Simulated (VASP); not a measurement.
A convergence study with VASP on NaI (rock salt): one setting is varied, all else stays as given below, so the limit is that of these other settings.

```
NaI
1.0
    0.00000     3.23500     3.23500
    3.23500     0.00000     3.23500
    3.23500     3.23500     0.00000
Na I
1 1
Direct
  0.00000   0.00000   0.00000
  0.50000   0.50000   0.50000
```

Method: PBE GGA, VASP's PBE PAW potentials (set 64) (plane waves; VASP 6.6.1). The tightest run used: 550 eV cut-off, 16×16×16 Γ-centred mesh, tetrahedra with Blöchl corrections, potentials Na_pv I.

The reference is 16×16×16 mesh, which took about 70 core-seconds. Costs are core time on shared hosts, one run each; read them as rough ratios.

Question: Of the settings 3×3×3 mesh; 4×4×4 mesh; 5×5×5 mesh; 6×6×6 mesh; 7×7×7 mesh; 8×8×8 mesh; 9×9×9 mesh; 10×10×10 mesh; 11×11×11 mesh; 12×12×12 mesh; 13×13×13 mesh; 14×14×14 mesh; 15×15×15 mesh; 16×16×16 mesh, which is the lowest that keeps the difference from the reference in the stress, largest component (GPa) within 0.1 from there on, and what does it cost?

Answer: 4×4×4 mesh; its cost over the reference is about 1/10.
```json
[
 {"setting": "3×3×3 mesh", "difference in the stress, largest component (GPa)": "0.33", "cost over the reference": "about 1/20"},
 {"setting": "4×4×4 mesh", "difference in the stress, largest component (GPa)": "0.05", "cost over the reference": "about 1/10"},
 {"setting": "5×5×5 mesh", "difference in the stress, largest component (GPa)": "0.01", "cost over the reference": "about 1/9"},
 {"setting": "6×6×6 mesh", "difference in the stress, largest component (GPa)": "0.00", "cost over the reference": "about 1/7"},
 {"setting": "7×7×7 mesh", "difference in the stress, largest component (GPa)": "0.00", "cost over the reference": "about 1/6"},
 {"setting": "8×8×8 mesh", "difference in the stress, largest component (GPa)": "0.00", "cost over the reference": "about 1/4"},
 {"setting": "9×9×9 mesh", "difference in the stress, largest component (GPa)": "0.00", "cost over the reference": "about 1/4"},
 {"setting": "10×10×10 mesh", "difference in the stress, largest component (GPa)": "0.00", "cost over the reference": "about 1/3"},
 {"setting": "11×11×11 mesh", "difference in the stress, largest component (GPa)": "0.00", "cost over the reference": "about 1/2"},
 {"setting": "12×12×12 mesh", "difference in the stress, largest component (GPa)": "0.00", "cost over the reference": "within a factor of 2"},
 {"setting": "13×13×13 mesh", "difference in the stress, largest component (GPa)": "0.00", "cost over the reference": "within a factor of 2"},
 {"setting": "14×14×14 mesh", "difference in the stress, largest component (GPa)": "0.00", "cost over the reference": "within a factor of 2"},
 {"setting": "15×15×15 mesh", "difference in the stress, largest component (GPa)": "0.00", "cost over the reference": "within a factor of 2"},
 {"setting": "16×16×16 mesh", "difference in the stress, largest component (GPa)": "0.00", "cost over the reference": "reference"}
]
```

Left out are rungs that failed or repeat a setting and relaxations that didn't move; long series are thinned to 24 rows.

The compound is NaI in the rock salt structure. The cell was not relaxed at this level.
